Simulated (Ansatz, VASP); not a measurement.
## SnMoPt (SnMoPt in the AlB2 type) in two plane-wave programs

Wanted: the spread between two codes on one cell, functional and k mesh. The cell is generated by rule, not measured, and may not be a known phase. The cell is taken from a series of runs on this material, whose earlier steps may have relaxed, scaled, displaced or heated it; both programs get it as it stands.

Program: Ansatz 0.2.0. Level of theory: plane waves, with VASP 6.6.1 beside it; single point at PBEsol. Results are calculated unless marked as measured.

The structure was built from a prototype and need not be the compound's stable phase.

### Step 1. The structure

Symmetry: P-6m2, No. 187, hexagonal system. Conventional cell: a = 3.988 Å, b = 3.988 Å, c = 4.188 Å, α = 90.00°, β = 90.00°, γ = 120.00°. Mo has 6 Pt at 3.11 Å and 6 Sn at 3.11 Å nearest. Nearest to Sn lie 3 Pt at 2.30 Å and 6 Mo at 3.11 Å. Nearest to Pt lie 3 Sn at 2.30 Å and 6 Mo at 3.11 Å. Farther neighbours are not listed.

Coordinates:

```cif
data_structure
_symmetry_space_group_name_H-M 'P-6m2'
_symmetry_Int_Tables_number 187
_cell_length_a 3.9883
_cell_length_b 3.9883
_cell_length_c 4.1877
_cell_angle_alpha 90.000
_cell_angle_beta 90.000
_cell_angle_gamma 120.000
_cell_volume 57.69
loop_
_atom_site_label
_atom_site_type_symbol
_atom_site_symmetry_multiplicity
_atom_site_Wyckoff_symbol
_atom_site_fract_x
_atom_site_fract_y
_atom_site_fract_z
_atom_site_occupancy
Mo1 Mo 1 a 0.00000 0.00000 0.00000 1
Sn1 Sn 1 d 0.33333 0.66667 0.50000 1
Pt1 Pt 1 f 0.66667 0.33333 0.50000 1
```

### Step 2. VASP: single point, PBEsol

With cell and atoms fixed, the geometry can't cause a difference; cores, projectors, grids and the points listed under the comparison can.

Lines of VASP's logs that name or quote its potential files are left out, and so is its time.

Input file INCAR:

```
SYSTEM = SnMoPt
PREC = Accurate
ENCUT = 500
EDIFF = 1E-06
NELM = 120
ISMEAR = 0
SIGMA = 0.1
LREAL = .FALSE.
ALGO = Normal
GGA = PS
NBANDS = 25
LASPH = .TRUE.
LORBIT = 11
LWAVE = .FALSE.
LCHARG = .FALSE.
ISIF = 2
GGA_COMPAT = .FALSE.
```

Input file POSCAR:

```
SnMoPt
1.0
    3.9882800000      0.0000000000      0.0000000000
   -1.9941400000      3.4539500000      0.0000000000
    0.0000000000      0.0000000000      4.1877000000
Mo Sn Pt
1 1 1
Direct
    0.0000000000      0.0000000000      0.0000000000
    0.3333333300      0.6666666700      0.5000000000
    0.6666666700      0.3333333300      0.5000000000
```

Input file KPOINTS:

```
Automatic mesh
0
Gamma
6 6 4
0 0 0
```

Potentials, in the order of the species: Mo_sv, Sn_d and Pt (PBE family, release 64).

The run is started by

```bash
> mpirun -np 1 vasp_std
```

Numbers of over 12 decimals in the logs are rounded to 6 here.

The program printed:

```text
[banner, memory and clock lines left out]
running    1 mpi-ranks, on    1 nodes
 distrk:  each k-point on    1 cores,    1 groups
 distr:  one band on    1 cores,    1 groups

 POSCAR found type information on POSCAR MoSnPt
 POSCAR found :  3 types and       3 ions
|                                                                             |
|               ----> ADVICE to this user running VASP <----                  |
|                                                                             |
|     You enforced a specific xc type in the INCAR file but a different       |
|     [... a line on the potential file left out ...]
|     I HOPE YOU KNOW WHAT YOU ARE DOING!                                     |
|                                                                             |

 LDA part: xc-table for (Slater+PW92), standard interpolation
 POSCAR, INCAR and KPOINTS ok, starting setup
 FFT: planning ... GRIDC
 FFT: planning ... GRID_SOFT
 FFT: planning ... GRID
 WAVECAR not read
 entering main loop
       N       E                     dE             d eps       ncg     rms          rms(c)
DAV:   1     0.389894515620E+03    0.38989E+03   -0.18965E+04  1067   0.208E+03
DAV:   2     0.104045220617E+02   -0.37949E+03   -0.36845E+03  1106   0.538E+02
DAV:   3    -0.208463661635E+02   -0.31251E+02   -0.30478E+02  1244   0.136E+02
DAV:   4    -0.216981197371E+02   -0.85175E+00   -0.84826E+00  1160   0.236E+01
DAV:   5    -0.217182003424E+02   -0.20081E-01   -0.20071E-01  1295   0.379E+00    0.162E+01
DAV:   6    -0.205708818742E+02    0.11473E+01   -0.19526E+01  1107   0.171E+01    0.792E+00
DAV:   7    -0.199798895307E+02    0.59099E+00   -0.81241E+00  1132   0.144E+01    0.541E+00
DAV:   8    -0.197743726654E+02    0.20552E+00   -0.78821E-01  1170   0.531E+00    0.193E+00
DAV:   9    -0.197622814165E+02    0.12091E-01   -0.68421E-02  1307   0.183E+00    0.382E-01
DAV:  10    -0.197592906939E+02    0.29907E-02   -0.14124E-02  1167   0.724E-01    0.966E-02
DAV:  11    -0.197592388692E+02    0.51825E-04   -0.51416E-04  1307   0.255E-01    0.326E-02
DAV:  12    -0.197592314551E+02    0.74141E-05   -0.13403E-04  1295   0.588E-02    0.149E-02
DAV:  13    -0.197592298977E+02    0.15574E-05   -0.10567E-05  1111   0.180E-02    0.363E-03
DAV:  14    -0.197592296117E+02    0.28595E-06   -0.14264E-06   573   0.697E-03
   1 F= -.19759230E+02 E0= -.19756331E+02  d E =-.579730E-02
```

Parts of OUTCAR (step 2):

```text
ion  position               nearest neighbor table
   1  0.000  0.000  0.000-   2 3.11   2 3.11   3 3.11   3 3.11   2 3.11   3 3.11   2 3.11   3 3.11
                             3 3.11   3 3.11   2 3.11   2 3.11
   2  0.333  0.667  0.500-   3 2.30   3 2.30   3 2.30   1 3.11   1 3.11   1 3.11   1 3.11   1 3.11
                             1 3.11
   3  0.667  0.333  0.500-   2 2.30   2 2.30   2 2.30   1 3.11   1 3.11   1 3.11   1 3.11   1 3.11
                             1 3.11

  LATTYP: Found a hexagonal cell.
 ALAT       =     3.9882800000
 C/A-ratio  =     1.0500015044

 Subroutine GETGRP returns: Found 12 space group operations
 (whereof 12 operations were pure point group operations)

The static configuration has the point symmetry D_3h.

 Found     21 irreducible k-points:

   k-points           NKPTS =     21   k-points in BZ     NKDIM =     21   number of bands    NBANDS=     25

   dimension x,y,z NGX =    30 NGY =   30 NGZ =   32
   dimension x,y,z NGXF=    60 NGYF=   60 NGZF=   64

   ENCUT  =  500.0 eV  36.75 Ry    6.06 a.u.   7.27  7.27  7.64*2*pi/ulx,y,z

   NELECT =      38.0000    total number of electrons

 k-points in reciprocal lattice and weights: Automatic mesh
   0.00000000  0.00000000  0.00000000       0.007
   0.16666667  0.00000000  0.00000000       0.042
   0.33333333  0.00000000  0.00000000       0.042
   0.50000000  0.00000000  0.00000000       0.021
   0.16666667  0.16666667  0.00000000       0.042
   0.33333333  0.16666667  0.00000000       0.083
   0.33333333  0.33333333  0.00000000       0.014
   0.00000000  0.00000000  0.25000000       0.014
   0.16666667  0.00000000  0.25000000       0.083
[...]
0.33333333  0.16666667  0.50000000       0.083
   0.33333333  0.33333333  0.50000000       0.014

 average (electrostatic) potential at core
       1 -72.0916       2 -96.5902       3 -64.3995

 E-fermi :   9.8368

 k-point     1 :       0.0000    0.0000    0.0000
  band No.  band energies     occupation
    ...
     15       6.1709      2.00000
     16       8.8020      2.00000
     17       8.8020      2.00000
     18       8.9583      2.00000
     19       9.0825      2.00000
     20       9.9437      0.13084
     21       9.9437      0.13083
     22      14.5968      0.00000
     23      15.5971      0.00000
     24      16.0960      0.00000
    ...

 k-point     2 :       0.1667    0.0000    0.0000
  band No.  band energies     occupation
    ...
     15       6.1138      2.00000
     16       8.4142      2.00000
     17       8.4588      2.00000
     18       8.9697      2.00000
     19       9.1566      2.00000
     20      10.0474      0.00290
     21      11.4951      0.00000
     22      12.8435      0.00000
     23      13.8433      0.00000
     24      14.8050      0.00000
    ...

 k-point     3 :       0.3333    0.0000    0.0000
  band No.  band energies     occupation
    ...
     15       6.0077      2.00000
     16       7.3977      2.00000
     17       8.4658      2.00000
     18       9.1128      2.00000
     19       9.3709      2.00000
     20      10.2464      0.00000
     21      10.9632      0.00000
     22      11.4915      0.00000
     23      13.6449      0.00000
     24      15.1106      0.00000
    ...

  Total       12.0045092     12.0044968     -7.9876516      0.0000000      0.0000000      0.0000000
  in kB      333.4093262    333.4089792   -221.8464305      0.0000000      0.0000000      0.0000000
  external PRESSURE =     148.3239583 kB  Pullay stress =       0.0000000 kB

  energy-cutoff  :      500.00
  volume of cell :       57.69
      direct lattice vectors                 reciprocal lattice vectors
     3.988280000  0.000000000  0.000000000     0.250734653  0.144761794  0.000000000
    -1.994140000  3.453950000  0.000000000     0.000000000  0.289523589  0.000000000
     0.000000000  0.000000000  4.187700000     0.000000000  0.000000000  0.238794565

 POSITION                                       TOTAL-FORCE (eV/Angst)
 -----------------------------------------------------------------------------------
      0.00000      0.00000      0.00000        -0.000000     -0.000000      0.000000
     -0.00000      2.30263      2.09385         0.000000      0.000000      0.000000
      1.99414      1.15132      2.09385        -0.000000     -0.000000      0.000000
 -----------------------------------------------------------------------------------
    total drift:                                0.000002     -0.000024     -0.000000

  FREE ENERGIE OF THE ION-ELECTRON SYSTEM (eV)
  ---------------------------------------------------
  free  energy   TOTEN  =       -19.7592296117 eV

  energy  without entropy=      -19.7534323090  energy(sigma->0) =      -19.75633096

 total charge
# of ion       s       p       d       tot
------------------------------------------
    1        2.195   6.065   3.723  11.983
    2        1.145   1.539  10.231  12.916
    3        0.781   0.773   8.338   9.893
--------------------------------------------------
tot          4.120   8.378  22.292  34.791

[... 3 further parts left out ...]
```

The k-mesh is coarse for a metal.

The run ends at a pressure of 14.83 GPa.

### Step 3. Ansatz: single point, PBEsol

Ansatz runs on its PAW soft_1 files.

The same cell, functional, mesh and smearing now go to Ansatz, which takes its cutoff from its data sets.

Input file input.yaml:

```yaml
crystal:
  lattice:
    - [3.98828, 0.0, 0.0]
    - [-1.99414, 3.45395, 0.0]
    - [0.0, 0.0, 4.1877]
  atoms:
    - { symbol: Mo, position: [0.0, 0.0, 0.0] }
    - { symbol: Sn, position: [0.33333333, 0.66666667, 0.5] }
    - { symbol: Pt, position: [0.66666667, 0.33333333, 0.5] }
kpoints:
  mp_grid: { grid: [6, 6, 4] }
hamiltonian:
  xc: pbesol
  pseudopotentials: { kind: paw, azcp: { folder: soft_1 }, xc_functional: pbe }
scf:
  occupations: { method: gaussian, width: 0.1 }
output:
  forces: true
  stress: true
  eigenvalues: true
```

The run is started by

```bash
> ansatz run input.yaml --threads 4 --pin off --max-ram 12288MiB --backend cpu --events-out ev --progress --plain --runs-dir out
```

The program printed:

```text
Engine: ansatz 0.2.0, aarch64-unknown-linux-gnu
Pseudopotentials: kind: paw
Pseudopotential: Mo, paw, valence charge 14, recommended cutoff 420 eV (normal), soft_1/Mo.paw.azcp
Pseudopotential: Sn, paw, valence charge 14, recommended cutoff 420 eV (normal), soft_1/Sn.paw.azcp
Pseudopotential: Pt, paw, valence charge 18, recommended cutoff 420 eV (normal), soft_1/Pt.paw.azcp
Functional definition: PBEsol
  exchange = pbesol_x
  correlation = pbesol_c
Crystal: 3 atoms, lattice volume = 57.687 Å³
Basis set: ecut = 420 eV, 1129 PW (Γ), exchange–correlation on 54×54×60 points (8 copies of the dense FFT grid, shifted against one another)
Bands: 28, of which v1, the nominal top of the filled ones, is band 23 counted from 1 (22 counted from 0)
Symmetry: 12 space group operations
Space group: P-6m2 (ITA 187), of the structure as read, at distance tolerance 3.9e-5 Å
k-points: 21 of 144 (time reversal used)
Non-local potential: Mo, projectors of the file, l = 0: 3, l = 1: 2, l = 2: 2, l = 3: 1
Non-local potential: Sn, projectors of the file, l = 0: 2, l = 1: 2, l = 2: 2, l = 3: 1
Non-local potential: Pt, projectors of the file, l = 0: 3, l = 1: 2, l = 2: 2, l = 3: 1
PAW form: soft (Blöchl's): semilocal exchange-correlation on the pseudo side does not see the compensation charge
PAW frozen core: Mo, regenerated for the run's functional, and the local potential with it (the file was generated under x = pbe(κ = 0.804, μ = 0.219515), c = pbe(β = 0.066725))
PAW frozen core: Sn, regenerated for the run's functional, and the local potential with it (the file was generated under x = pbe(κ = 0.804, μ = 0.219515), c = pbe(β = 0.066725))
PAW frozen core: Pt, regenerated for the run's functional, and the local potential with it (the file was generated under x = pbe(κ = 0.804, μ = 0.219515), c = pbe(β = 0.066725))
PAW one-centre angular grid: Mo, 590 points (default); XC on 64 Gauss nodes
PAW one-centre angular grid: Sn, 590 points (default); XC on 64 Gauss nodes
PAW one-centre angular grid: Pt, 590 points (default); XC on 64 Gauss nodes
Initial density: superposition of atomic densities (chi_scale 0.1, normalization cell, long waves kept (reshape's long-wave potential 0.00 eV rms))
Initial wavefunctions: pseudopotential atomic-orbital guess
Functional: x = pbesol(κ = 0.804, μ = 0.123457), c = pbesol(β = 0.046)
SCF iter   1: F=—  HF=-23231.599073 eV  |F-HF|=—  |Δ(HF+E_count)|=         —  Δρ=9.78e-2  dr2=8.66e0  ethr=3.10e-3  ⟨swp⟩=5.9  Hψ=2469  notcnv=0
preconditioner: auto → Kerker (q_TF=auto, 2.627 Å⁻¹)  [metal: Δε(μ)=0.031 eV  Ē_g=12.902 eV  σ=0.100 eV  W_gap=0.17  n_scr=20 (ndim 8)  ℏωp=26.8 eV  f_vac=0.000  D(μ)=0.77/eV (n_scr^D=2)]
SCF iter   2: F=—  HF=-23230.040415 eV  |F-HF|=—  |Δ(HF+E_count)|=    1.56e0  Δρ=5.07e-2  dr2=2.56e0  ethr=3.10e-3  ⟨swp⟩=2.0  Hψ=1014  notcnv=0  defer=6
SCF iter   3: F=—  HF=-23229.513001 eV  |F-HF|=—  |Δ(HF+E_count)|=   5.27e-1  Δρ=7.15e-3  dr2=2.00e-2  ethr=3.10e-3  ⟨swp⟩=2.0  Hψ=874  notcnv=0  defer=6
SCF iter   4: F=—  HF=-23229.512580 eV  |F-HF|=—  |Δ(HF+E_count)|=   4.21e-4  Δρ=1.77e-3  dr2=2.89e-3  ethr=4.34e-5  ⟨swp⟩=2.4  Hψ=1176  notcnv=0  defer=1
SCF iter   5: F=—  HF=-23229.512288 eV  |F-HF|=—  |Δ(HF+E_count)|=   2.92e-4  Δρ=4.54e-4  dr2=1.44e-4  ethr=6.28e-6  ⟨swp⟩=1.4  Hψ=616  notcnv=0  defer=1
SCF iter   6: F=—  HF=-23229.512294 eV  |F-HF|=—  |Δ(HF+E_count)|=   5.56e-6  Δρ=1.34e-4  dr2=1.28e-5  ethr=3.14e-7  ⟨swp⟩=2.2  Hψ=892  notcnv=0  defer=1
SCF iter   7: F=—  HF=-23229.512285 eV  |F-HF|=—  |Δ(HF+E_count)|=   8.89e-6  Δρ=3.89e-5  dr2=1.28e-6  ethr=2.78e-8  ⟨swp⟩=2.0  Hψ=888  notcnv=0  defer=1
SCF iter   8: F=-23229.512284 eV  HF=-23229.512284 eV  |F-HF|=4.58e-8  |Δ(HF+E_count)|=   2.36e-7  Δρ=1.06e-5  dr2=9.79e-8  ethr=2.17e-10  ⟨swp⟩=4.5  Hψ=2825  notcnv=0
SCF 1 converged in 8 iterations: F = -23229.512284 eV  dr2 = 9.79e-8
  greatest PAW one-centre occupation: 1.000 electrons in one spin orbital (limit 2), on the Pt atom at site 2 (counted from 0), in its partial waves of l = 0
SCF converged after 8 iterations
Free energy (F): -23229.512284 eV
Harris-Foulkes:  -23229.512284 eV  (|F-HF|=4.58e-8)
Internal energy: -23229.506277 eV  (E = F + TS)
E sigma→0 (E₀):  -23229.509281 eV
Entropy (-TS):   -0.006008 eV (-2.003 meV/atom)
Fermi energy:    16.616506 eV
--- Per-component energies (eV) ---
  E_band       = -375.756700
  E_kinetic    = 1191.378696
  E_local      = -3949.565774  (includes V_loc(G=0)·N_el)
  E_nonlocal   = 509.570007
  E_hartree    = 1626.245616
  E_xc         = -530.743169
  E_vxc        = -570.311049  (∫ρ·V_xc dr)
  E_paw        = -16799.741901  (= ΣΔE_a)
  E_vpaw       = -809.327235  (= ΣTr[D̂ρ^β])
  E_aug_tail   = 0.001540  (compensation charges beyond the density's cutoff)
  E_ewald      = -5277.432462
  E_core_change = 0.781171  (= ΣΔE_core)
  E_smearing   = -0.006008  (= −TS)
  E_closure    = 0.000000  (closes the sum)
  Σ components = -23229.512284   (vs F -23229.512284, Δ=0.00e0)
--- Forces (eV/Å), atoms counted from 1 ---
  atom   1  Mo     0.00000000     0.00000000    -0.00000000
  atom   2  Sn    -0.00000000     0.00000000    -0.00000000
  atom   3  Pt     0.00000000    -0.00000000     0.00000000
  max |Σ_I F_I| component: 5.18e-16 eV/Å
--- Stress (GPa, compression-positive) ---
       32.895353       0.000000      -0.000000
        0.000000      32.895353       0.000000
       -0.000000       0.000000     -22.228288
  P = ⅓ Tr σ = 14.5208 GPa (145.208 kbar)
--- Band table (eV; the first three rows and the last of 21) ---
  k-point 0: bands = [... 19 lower, 15.5809, 15.5809, 15.7323, 15.8713, 16.7211, 16.7211, 21.3860, 22.3753, ... 1 higher]
  k-point 1: bands = [... 19 lower, 14.4596, 15.8470, 15.8470, 16.1168, 16.9096, 16.9096, 22.0291, 22.3340, ... 1 higher]
  k-point 2: bands = [... 19 lower, 14.0024, 16.3865, 16.5947, 16.5947, 16.6515, 16.6515, 21.7771, 21.7771, ... 1 higher]
  k-point 20: bands = [... 19 lower, 13.6958, 14.1979, 15.1490, 15.3190, 16.8075, 18.5656, 18.8015, 18.9906, ... 1 higher]
```

In the SCF lines HF is the Harris–Foulkes energy and dr2 the Hartree energy of the density residual, in eV; the loop may stop once dr2 is under the threshold and the program's other checks hold. Hψ counts applications of the Hamiltonian.

The run ends at a pressure of 14.52 GPa.

### Step 4. Comparison

Known differences besides the potentials themselves: the data sets hold 46 valence electrons in Ansatz (on its PAW soft_1 files) and 38 in VASP; the cutoff is 420 eV in Ansatz and 500 eV in VASP; Ansatz makes its cores anew for this functional, VASP keeps those of its PBE data sets. Total energies have different zeros and are not compared.

The two programs side by side:

```
      quantity  Ansatz   VASP  difference
pressure (GPa)   14.52  14.83       -0.31
```

### Step 5. What came out

| Property | Result |
| --- | --- |
| difference in pressure (single point, PBEsol) | -0.31 GPa |

**Reading.** The difference in pressure is -0.31 GPa (single point, PBEsol), within the 1 GPa picked in this series as the mark of a large difference. The data sets hold unlike numbers of valence electrons (46 in Ansatz and 38 in VASP), so part of the differences comes from the potentials. Such differences can come from data sets, numerical settings and the points named under the comparisons, not from the functional's error against experiment.

[Lines on the potential files, build, host, timing and source positions are cut from VASP's logs without a mark.]

[Logs are printed without paths, hosts, clocks, repeated set-up lines and the standing remarks that a program may print on its own settings, such as how far it seeks lower states.]

[Hosts, paths, dates, database ids (printed as entryN), source tags and the programs' standing remarks are cut or masked in the printed files.]
